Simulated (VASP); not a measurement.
OSZICAR of a VASP run on C (graphite):

OSZICAR:
```
       N       E                     dE             d eps       ncg     rms          rms(c)
DAV:   1     0.491426355680E+02    0.49143E+02   -0.88865E+03  1944   0.135E+03
DAV:   2    -0.392887859346E+02   -0.88431E+02   -0.81486E+02  2784   0.242E+02
DAV:   3    -0.432663690348E+02   -0.39776E+01   -0.39408E+01  2456   0.512E+01
DAV:   4    -0.433158064956E+02   -0.49437E-01   -0.49395E-01  2452   0.681E+00
DAV:   5    -0.433168081121E+02   -0.10016E-02   -0.10014E-02  2428   0.943E-01    0.939E+00
DAV:   6    -0.411255899660E+02    0.21912E+01   -0.22580E+00  2280   0.104E+01    0.534E+00
DAV:   7    -0.404523636183E+02    0.67323E+00   -0.22982E+00  2304   0.106E+01    0.140E+00
DAV:   8    -0.404537267762E+02   -0.13632E-02   -0.78116E-02  2244   0.197E+00    0.158E-01
DAV:   9    -0.404531059805E+02    0.62080E-03   -0.20622E-03  2448   0.366E-01    0.680E-02
DAV:  10    -0.404530980628E+02    0.79177E-05   -0.13053E-04  2428   0.893E-02    0.311E-02
DAV:  11    -0.404530962624E+02    0.18004E-05   -0.38236E-06  2448   0.174E-02    0.186E-03
DAV:  12    -0.404530962215E+02    0.40900E-07   -0.29827E-07  1720   0.444E-03
   1 F= -.40453096E+02 E0= -.40452945E+02  d E =-.404531E+02
```

Question: Which electronic solver shows in the log?

Answer: It is blocked Davidson (ALGO = Normal, or the opening steps of other solvers). The INCAR had ALGO = Normal.

Question: Can the final energy be trusted as converged?

Answer: The run converged. It stopped with EDIFF = 1E-6, NELM = 100, NSW = 60 and EDIFFG = -0.01 after 1 ionic step (LDA (Ceperley-Alder, Perdew-Zunger), plane waves, VASP's LDA PAW potentials (set 64)).

The compound is C in the graphite structure. It was relaxed first. The start is the result of an earlier pass.
